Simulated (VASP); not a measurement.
Here is the system:

```
CELL_PARAMETERS angstrom
      3.39161     0.00000     0.00000
      0.00000     4.79647     0.00000
      0.00000     0.00000    16.68080
ATOMIC_POSITIONS crystal
  Ta 0.00000 0.75000 0.35969
  Ta 0.50000 0.25000 0.35969
  Ta 0.00000 0.25000 0.50000
  Ta 0.50000 0.75000 0.50000
  Ta 0.00000 0.75000 0.64031
  Ta 0.50000 0.25000 0.64031
```

Level of theory: PBEsol GGA, VASP's PBE PAW potentials (set 64) (plane waves; VASP). Run with 300 eV cut-off, 8×6×1 Γ-centred mesh, Gaussian smearing of 0.10 eV, potentials Ta_pv.

The cell holds a wide vacuum, so values per volume refer to the whole cell. Unless said otherwise, spin-orbit coupling is left out, though it shifts the bands of the heavy elements here.

### Question
Predict the energy per atom (σ→0), largest force, band gap (on the k-mesh) with the smallest direct gap where there is one.

### Answer

- band gap (on the k-mesh) = none (metal, semimetal or under 0.01 eV)
- energy per atom (σ→0) = -1113.5 kJ/mol of atoms
- largest force = 1.119 eV/Å

The absolute energy has meaning only against runs of the same code, potentials and settings.

The cell is a sheet with vacuum, built from a database entry that may be metastable or hypothetical.
